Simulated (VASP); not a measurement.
Given:

```xyz
8
Lattice="2.6137 -4.5271 0.0000 2.6137 4.5271 0.0000 0.0000 0.0000 4.1916" Properties=species:S:1:pos:R:3 pbc="T T T"
Ni     3.9757    -0.7227     1.0479
Ni     2.6137     3.0817     3.1437
Ni     1.2518    -0.7227     1.0479
Ni     1.2518     0.7227     3.1437
Ni     2.6137    -3.0817     1.0479
Ni     3.9757     0.7227     3.1437
Sn     2.6137     1.5091     1.0479
Sn     2.6137    -1.5091     3.1437
```

All values below come from PBEsol GGA, VASP's PBE PAW potentials (set 64) (plane waves; VASP). Run with 400 eV cut-off, Gaussian smearing of 0.050 eV, potentials Ni Sn_d.

Task: Give the energies of bands 35 to 48 at the high-symmetry points, in eV from the Fermi level.

Result: 
```json
[
 {"band": "35", "Γ": "-1.11", "M": "-1.22", "K": "-1.08", "A": "-1.30", "L": "-1.26", "H": "-1.19"},
 {"band": "36", "Γ": "-1.01", "M": "-1.19", "K": "-1.06", "A": "-1.30", "L": "-1.26", "H": "-1.19"},
 {"band": "37", "Γ": "-1.01", "M": "-1.10", "K": "-1.06", "A": "-0.85", "L": "-1.04", "H": "-0.94"},
 {"band": "38", "Γ": "-0.87", "M": "-1.08", "K": "-1.04", "A": "-0.85", "L": "-1.04", "H": "-0.94"},
 {"band": "39", "Γ": "-0.87", "M": "-1.03", "K": "-1.04", "A": "-0.85", "L": "-0.89", "H": "-0.89"},
 {"band": "40", "Γ": "-0.58", "M": "-0.88", "K": "-1.04", "A": "-0.85", "L": "-0.89", "H": "-0.89"},
 {"band": "41", "Γ": "-0.38", "M": "-0.85", "K": "-0.80", "A": "-0.35", "L": "-0.62", "H": "-0.75"},
 {"band": "42", "Γ": "-0.25", "M": "-0.42", "K": "-0.80", "A": "-0.35", "L": "-0.62", "H": "-0.75"},
 {"band": "43", "Γ": "-0.24", "M": "-0.31", "K": "-0.33", "A": "-0.31", "L": "-0.41", "H": "-0.42"},
 {"band": "44", "Γ": "0.12", "M": "0.27", "K": "1.68", "A": "-0.31", "L": "-0.41", "H": "-0.42"},
 {"band": "45", "Γ": "0.23", "M": "1.52", "K": "1.68", "A": "-0.10", "L": "0.26", "H": "-0.36"},
 {"band": "46", "Γ": "0.23", "M": "1.99", "K": "1.93", "A": "-0.10", "L": "0.26", "H": "-0.36"},
 {"band": "47", "Γ": "1.00", "M": "2.41", "K": "2.49", "A": "-0.10", "L": "0.58", "H": "2.51"},
 {"band": "48", "Γ": "1.00", "M": "2.92", "K": "2.49", "A": "-0.10", "L": "0.58", "H": "2.51"}
]
```

It has no gap at this level: it comes out as a metal or semimetal.

The compound is Ni3Sn in the sg194 structure. It was relaxed first. The run is not spin-polarised, so no magnetic state was tried.
